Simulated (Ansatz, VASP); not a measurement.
# C (Diamond): VASP beside Ansatz, part 3 of 3

Aim: how closely do two programs agree when they are given the same cell, functional and k mesh? The cell is taken from a series of runs on this material, whose earlier steps may have relaxed, scaled, displaced or heated it; both programs get it as it stands.

VASP 6.6.1 and Ansatz 0.2.0.

So far: VASP: zone-centre phonons, LDA, pair 1; Ansatz: zone-centre phonons, LDA, pair 1; Differences; VASP: zone-centre phonons, LDA, pair 2; Ansatz: zone-centre phonons, LDA, pair 2; Comparison.

## Step 8: Ansatz: zone-centre phonons, LDA, pair 3

Level of this step: Ansatz beside VASP: Kohn-Sham DFT, plane waves, LDA (Ansatz).

Second derivatives magnify differences that forces hide, and they need a tight electronic threshold. The cell compared in this pair holds 10.35 Å³, against 10.13 Å³ for the pair before.

The cell is taken from a series of runs on this material, whose earlier steps may have relaxed, scaled, displaced or heated it; both programs get it as it stands.

input.yaml reads:

```yaml
crystal:
  lattice:
    - [0.0, 1.7296877982, 1.7296877982]
    - [1.7296877982, 0.0, 1.7296877982]
    - [1.7296877982, 1.7296877982, 0.0]
  atoms:
    - { symbol: C, position: [0.5, 0.5, 0.5] }
    - { symbol: C, position: [0.75, 0.75, 0.75] }
kpoints:
  mp_grid: { grid: [12, 12, 12] }
hamiltonian:
  xc: lda
  pseudopotentials: { kind: paw, azcp: { folder: soft_1 }, xc_functional: pbe }
scf:
  occupations: { method: fixed }
output:
  eigenvalues: true
phonons:
  method: dfpt
  dielectric: true
  rigid_motions: translations
```

Run with:

```
> ansatz run input.yaml --threads 4 --pin off --max-ram 10240MiB --backend cpu --events-out ev --progress --plain --runs-dir out
```

Numbers of over 12 decimals in the logs are rounded to 6 here.

Output:

```text
[...]
Crystal: 2 atoms, lattice volume = 10.350 Å³
Basis set: ecut = 420 eV, 181 PW (Γ), exchange–correlation on 40×40×40 points (8 copies of the dense FFT grid, shifted against one another)
Bands: 8, of which v1, the nominal top of the filled ones, is band 4 counted from 1 (3 counted from 0)
Symmetry: 48 space group operations
k-points: 280 of 1728 (irreducible under 4 space group operations, time reversal used)
[...]
ω (cm⁻¹)  modes    IR ((D/Å)²/amu)
       1407.95      3             0.0000
  optical modes at Γ + LO–TO along q̂ = [1.0000, 0.0000, 0.0000]:
      ω (cm⁻¹)  modes    IR ((D/Å)²/amu)
       1407.95      3             0.0000
  optical modes at Γ + LO–TO along q̂ = [0.0000, 1.0000, 0.0000]:
      ω (cm⁻¹)  modes    IR ((D/Å)²/amu)
       1407.95      3             0.0000
  optical modes at Γ + LO–TO along q̂ = [0.0000, 0.0000, 1.0000]:
      ω (cm⁻¹)  modes    IR ((D/Å)²/amu)
       1407.95      3             0.0000
[key lines of the parts left out:]
SCF converged after 7 iterations
Free energy (F): -485.926880 eV
Fermi energy:    14.806138 eV
```

## Step 9: VASP: zone-centre phonons, LDA, pair 3

The same cell, functional (in two slightly different forms) and mesh now go to VASP, with its own data sets.

INCAR reads:

```
SYSTEM = C
PREC = Accurate
ENCUT = 600
EDIFF = 1E-08
NELM = 120
ISMEAR = 0
SIGMA = 0.01
LREAL = .FALSE.
ALGO = Normal
GGA = CA
NBANDS = 10
LORBIT = 11
LWAVE = .FALSE.
LCHARG = .FALSE.
ISIF = 2
IBRION = 8
LEPSILON = .TRUE.
LASPH = .TRUE.
GGA_COMPAT = .FALSE.
EFERMI = MIDGAP
KPAR = 2
```

POSCAR reads:

```
C
1.0
    0.0000000000      1.7296877982      1.7296877982
    1.7296877982      0.0000000000      1.7296877982
    1.7296877982      1.7296877982      0.0000000000
C
2
Direct
    0.5000000000      0.5000000000      0.5000000000
    0.7500000000      0.7500000000      0.7500000000
```

KPOINTS reads:

```
Automatic mesh
0
Gamma
12 12 12
0 0 0
```

Potentials, in the order of the species: C (LDA family, release 64).

Run with:

```
> mpirun -np 2 vasp_std
```

Output:

```text
[... set-up lines as in an earlier step ...]
 entering main loop
       N       E                     dE             d eps       ncg     rms          rms(c)
DAV:   1    -0.151462063004E+01   -0.15146E+01   -0.54364E+03  1544   0.883E+02
DAV:   2    -0.208837679697E+02   -0.19369E+02   -0.18525E+02  1934   0.134E+02
DAV:   3    -0.211964384826E+02   -0.31267E+00   -0.31215E+00  1712   0.138E+01
DAV:   4    -0.211970120623E+02   -0.57358E-03   -0.57355E-03  1568   0.695E-01
[...]
DAV:  11    -0.201801142865E+02    0.57791E-07   -0.59533E-08  1644   0.204E-03    0.629E-04
DAV:  12    -0.201801142755E+02    0.10995E-07   -0.10422E-09   878   0.326E-04    0.174E-04
DAV:  13    -0.201801142733E+02    0.21629E-08   -0.58585E-11   776   0.819E-05
   1 F= -.20180114E+02 E0= -.20180114E+02  d E =0.000000E+00
 Linear response reoptimize wavefunctions to high precision
DAV:   1    -0.201801142729E+02    0.44008E-09   -0.16531E-12   854   0.149E-05
DAV:   2    -0.201801142729E+02   -0.68212E-11    0.22350E-13   764   0.353E-06
 Linear response G [H, r] |phi>, progress :
  Direction:   1
[...]
RMM:   9    -0.141148290480E+00    0.10195E-06   -0.15265E-11  2246   0.201E-05    0.211E-06
 change of polarisation eV/A/(eV/A) component  3 :     0.011     0.055     0.268
 dielectric tensor                  component  3 :     0.201     0.956     5.683
 Linear response DOF=           1
 Linear response progress:
  Degree of freedom:   1/  1
       N       E                     dE             d eps       ncg     rms          rms(c)
RMM:   1    -0.122300950003E+00   -0.12230E+00   -0.26493E-02 13349   0.209E+00
RMM:   2    -0.112275590500E+00    0.10025E-01   -0.37923E-03  8567   0.396E-01    0.207E-01
RMM:   3    -0.112260009154E+00    0.15581E-04   -0.44138E-04  8411   0.126E-01    0.112E-01
RMM:   4    -0.113150798539E+00   -0.89079E-03   -0.45155E-04  8364   0.132E-01    0.138E-02
[...]
RMM:   8    -0.113097686181E+00    0.56517E-07    0.15543E-08  9334   0.459E-05    0.120E-05
RMM:   9    -0.113097530720E+00    0.15546E-06    0.76384E-08  9532   0.203E-05    0.133E-06
RMM:  10    -0.113097532925E+00   -0.22048E-08    0.60514E-08  7959   0.619E-06    0.259E-07
 first order change of Fermi-energy  -0.55372E+01
 force on displaced ion       1 direction 1 : -43.982   0.000   0.000
 Born effective charge ion    1 direction 1 :   0.000   0.000   0.000
 Born effective charges drift removed
 Linear response finished
```

OUTCAR, selected parts (step 9):

```text
  Total        2.1673194      2.1673194      2.1673194      0.0000000      0.0000000      0.0000000
  in kB      335.5060449    335.5060449    335.5060449      0.0000000      0.0000000      0.0000000
  external PRESSURE =     335.5060449 kB  Pullay stress =       0.0000000 kB

 POSITION                                       TOTAL-FORCE (eV/Angst)
 -----------------------------------------------------------------------------------
      1.72969      1.72969      1.72969         0.000000      0.000000      0.000000
      2.59453      2.59453      2.59453        -0.000000     -0.000000     -0.000000
 -----------------------------------------------------------------------------------
    total drift:                                0.000000     -0.000000      0.000000

 MACROSCOPIC STATIC DIELECTRIC TENSOR (including local field effects in DFT)
 ------------------------------------------------------
           5.682820     0.000000    -0.000000
           0.000000     5.682820     0.000000
           0.000000    -0.000000     5.682820
 ------------------------------------------------------

[... 2 parts as in an earlier step ...]

[... 1 further part left out ...]
```

## Step 10: Comparison

Compared:

| quantity | Ansatz | VASP | difference |
| --- | --- | --- | --- |
| ε∞ xx | 5.68 | 5.68 | +0.03 % |
| ε∞ yy | 5.68 | 5.68 | +0.03 % |
| ε∞ zz | 5.68 | 5.68 | +0.03 % |
| Born charge of C1 (mean of the diagonal) (e) | 0.00 | 0.00 | 0.00 |
| optical mode 1 to 3 (cm⁻¹) | 1408.0 | 1411.2 | -0.23 % |

Modes are paired by rising frequency, not by their patterns, so a pair may set unlike modes beside each other; they are those without the splitting of longitudinal modes.

## Step 11: What came out

```json
{
 "r.m.s. difference of the optical zone-centre modes, each program's sorted by frequency (zone-centre phonons, LDA, pair 1)": "2.2 cm⁻¹",
 "r.m.s. difference of the optical zone-centre modes, each program's sorted by frequency (zone-centre phonons, LDA, pair 2)": "2.8 cm⁻¹",
 "r.m.s. difference of the optical zone-centre modes, each program's sorted by frequency (zone-centre phonons, LDA, pair 3)": "3.3 cm⁻¹"
}
```

In words: The r.m.s. difference of the optical zone-centre modes, each program's sorted by frequency is 2.2 cm⁻¹ (zone-centre phonons, LDA, pair 1). 4 further runs of this series are not shown here. Such differences can come from data sets, numerical settings and the points named under the comparisons, not from the functional's error against experiment.

[Lines on the potential files, build, host, timing and source positions are cut from VASP's logs without a mark.]

[Logs are printed without paths, hosts, clocks, repeated set-up lines and the standing remarks that a program may print on its own settings, such as how far it seeks lower states.]

[Hosts, paths, dates, database ids (printed as entryN), source tags and the programs' standing remarks are cut or masked in the printed files.]
